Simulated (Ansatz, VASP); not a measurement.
# GeH2 (Ge wire along [110], 2 atoms a period, H-terminated) in two plane-wave programs, part 2 of 2

One calculation is typed for both programs; each brings its own data sets. How far apart do they land? Of the first pair: The structure shown is the start of the Ansatz relaxation below; VASP solves that cell, so the two are compared at the walk's first step.

VASP 6.6.1 and Ansatz 0.2.0.

So far. Step 4 (Side by side): The forces differ by 13 meV/Å r.m.s., which is 6.2 % of the r.m.s. force of 0.203 eV/Å (both taken over all components).

### Step 5. Ansatz: relaxation, PBE

Level of this step: Ansatz beside VASP: Kohn-Sham DFT, plane waves, PBE (Ansatz).

This run makes the geometry at which the two programs are then compared. The cell compared in this pair holds 381.42 Å³, against 382.26 Å³ for the pair before.

The structure compared here is the end of the Ansatz relaxation.

input.yaml reads:

```yaml
crystal:
  lattice:
    - [10.041, 0.0, 0.0]
    - [0.0, 9.347, 0.0]
    - [0.0, 0.0, 4.0729350596]
  atoms:
    - { symbol: H, position: [0.338611692, 0.363753076, 0.0] }
    - { symbol: Ge, position: [0.428310569, 0.500025106, 0.0] }
    - { symbol: Ge, position: [0.571722579, 0.500025106, 0.5] }
    - { symbol: H, position: [0.661421456, 0.363753076, 0.5] }
    - { symbol: H, position: [0.661421456, 0.636297136, 0.5] }
    - { symbol: H, position: [0.338611692, 0.636297136, 0.0] }
kpoints:
  mp_grid: { grid: [1, 1, 20] }
scf:
  occupations: { method: fermi_dirac, width: 0.05 }
hamiltonian:
  xc: pbe
relax:
  cell: { fix: [a, b, alpha, beta, gamma] }
  max_steps: 60
```

Started as:

```console
$ ansatz run input.yaml --threads 4 --pin off --max-ram 16384MiB --backend cpu --events-out ev --progress --plain --runs-dir out
```

Numbers of over 12 decimals in the logs are rounded to 6 here.

Output:

```text
[...]
Crystal: 6 atoms, lattice volume = 382.258 Å³
Basis set: ecut = 420 eV, 7451 PW (Γ), exchange–correlation on 144×128×60 points (8 copies of the dense FFT grid, shifted against one another)
Bands: 22, of which v1, the nominal top of the filled ones, is band 16 counted from 1 (15 counted from 0)
Symmetry: 8 space group operations
[...]
k-points: 11 of 20
[...]
cell:  # Å, volume = 381.4236 Å³
    - [10.041, 0.0, 0.0]
    - [0.0, 9.347, 0.0]
    - [0.0, 0.0, 4.064043]
  atoms:
    - { symbol: H, position: [0.341536, 0.367022, 0.0] }
    - { symbol: Ge, position: [0.432856, 0.500025106, 0.0] }
    - { symbol: Ge, position: [0.567177, 0.500025106, 0.5] }
    - { symbol: H, position: [0.658497, 0.367022, 0.5] }
    - { symbol: H, position: [0.658497, 0.633028, 0.5] }
    - { symbol: H, position: [0.341536, 0.633028, 0.0] }
[key lines of the parts left out:]
SCF converged after 4 iterations
Free energy (F): -8652.734668 eV
Fermi energy:    -2.495436 eV
P = ⅓ Tr σ = 0.0007 GPa (0.007 kbar)
```

### Step 6. VASP: single point, PBE, relaxed cell, pair 2

The same cell, functional, mesh and smearing now go to VASP, with its own data sets.

INCAR reads:

```
SYSTEM = GeH2
PREC = Accurate
ENCUT = 500
EDIFF = 1E-06
NELM = 120
ISMEAR = -1
SIGMA = 0.05
LREAL = .FALSE.
ALGO = Normal
GGA = PE
NBANDS = 22
LORBIT = 11
LWAVE = .FALSE.
LCHARG = .FALSE.
ISIF = 2
LASPH = .TRUE.
GGA_COMPAT = .FALSE.
EFERMI = MIDGAP
KPAR = 2
```

POSCAR reads:

```
GeH2
1.0
   10.0410000000      0.0000000000      0.0000000000
    0.0000000000      9.3470000000      0.0000000000
    0.0000000000      0.0000000000      4.0640434509
H Ge
4 2
Direct
    0.3415359195      0.3670222574      0.0000000000
    0.6584972285      0.3670222574      0.5000000000
    0.6584972285      0.6330279546      0.5000000000
    0.3415359195      0.6330279546      0.0000000000
    0.4328556639      0.5000251060      0.0000000000
    0.5671774841      0.5000251060      0.5000000000
```

KPOINTS reads:

```
Automatic mesh
0
Gamma
1 1 20
0 0 0
```

PAW data sets: H and Ge_d (PBE family, release 64).

Started as:

```console
$ mpirun -np 2 vasp_std
```

Output:

```text
[... set-up lines as in an earlier step ...]
 entering main loop
       N       E                     dE             d eps       ncg     rms          rms(c)
DAV:   1     0.184763693926E+03    0.18476E+03   -0.14872E+04   580   0.143E+03
DAV:   2    -0.531247120860E+00   -0.18529E+03   -0.17754E+03   670   0.291E+02
DAV:   3    -0.220494069320E+02   -0.21518E+02   -0.21450E+02   622   0.121E+02
DAV:   4    -0.229924999751E+02   -0.94309E+00   -0.94235E+00   618   0.298E+01
[...]
DAV:  17    -0.218712166932E+02   -0.14135E-04   -0.35477E-06   456   0.101E-02    0.112E-03
DAV:  18    -0.218712226529E+02   -0.59597E-05   -0.97109E-07   370   0.627E-03    0.700E-04
DAV:  19    -0.218712234769E+02   -0.82397E-06   -0.11039E-07   350   0.252E-03
   1 F= -.21871223E+02 E0= -.21871223E+02  d E =-.566708E-13
```

From OUTCAR (step 6):

```text
  Total       -0.1738289     -0.2001851     -0.1042434      0.0000000     -0.0000000      0.0000000
  in kB       -0.7301718     -0.8408815     -0.4378765      0.0000000     -0.0000000      0.0000000
  external PRESSURE =      -0.6696433 kB  Pullay stress =       0.0000000 kB

 POSITION                                       TOTAL-FORCE (eV/Angst)
 -----------------------------------------------------------------------------------
      3.42936      3.43056      0.00000         0.018181      0.023175     -0.000000
      6.61197      3.43056      2.03202        -0.018181      0.023175      0.000000
      6.61197      5.91691      2.03202        -0.018181     -0.023175     -0.000000
      3.42936      5.91691      0.00000         0.018181     -0.023175      0.000000
      4.34630      4.67373      0.00000        -0.032637      0.000000      0.000000
      5.69503      4.67373      2.03202         0.032637      0.000000      0.000000
 -----------------------------------------------------------------------------------
    total drift:                               -0.000001      0.000006      0.000000

  FREE ENERGIE OF THE ION-ELECTRON SYSTEM (eV)
  ---------------------------------------------------
  free  energy   TOTEN  =       -21.8712234769 eV

  energy  without entropy=      -21.8712234769  energy(sigma->0) =      -21.87122348

[... 1 part as in an earlier step ...]

[... 2 further parts left out ...]
[key lines of the parts left out:]
E-fermi :  -2.9460
```

### Step 7. Differences

What differs besides the data sets and the points named for the pairs above, as far as they apply: the cutoff is 420 eV in Ansatz and 500 eV in VASP; Ansatz's pressure holds a Pulay correction, VASP's none. Total energies have different zeros and are not compared.

The two programs side by side:

| quantity | Ansatz | VASP | difference |
| --- | --- | --- | --- |
| pressure (GPa) | 0.00 | -0.07 | +0.07 |
| gap on the k mesh (eV) | 2.931 | 2.937 | -0.006 |

At this near-relaxed geometry the largest component of a force difference is 31 meV/Å. A gap on the mesh is an upper bound, since the band edges may lie between its points.

### Step 8. Summary of results

```json
{
  "r.m.s. force difference (single point, PBE, start cell, pair 1)": "6.2 % of the r.m.s. force",
  "r.m.s. force difference (single point, PBE, relaxed cell, pair 2)": "17 meV/Å"
}
```

The r.m.s. force difference is 6.2 % of the r.m.s. force (single point, PBE, start cell, pair 1), beyond the 3 % picked in this series as the mark of a large difference. What causes the difference of the single point, PBE, start cell, pair 1 pair stays open here. What causes the difference of the single point, PBE, relaxed cell, pair 2 pair stays open here. Such differences can come from data sets, numerical settings and the points named under the comparisons, not from the functional's error against experiment.

[Lines on the potential files, build, host, timing and source positions are cut from VASP's logs without a mark.]

[Logs are printed without paths, hosts, clocks, repeated set-up lines and the standing remarks that a program may print on its own settings, such as how far it seeks lower states.]

[Hosts, paths, dates, database ids (printed as entryN), source tags and the programs' standing remarks are cut or masked in the printed files.]
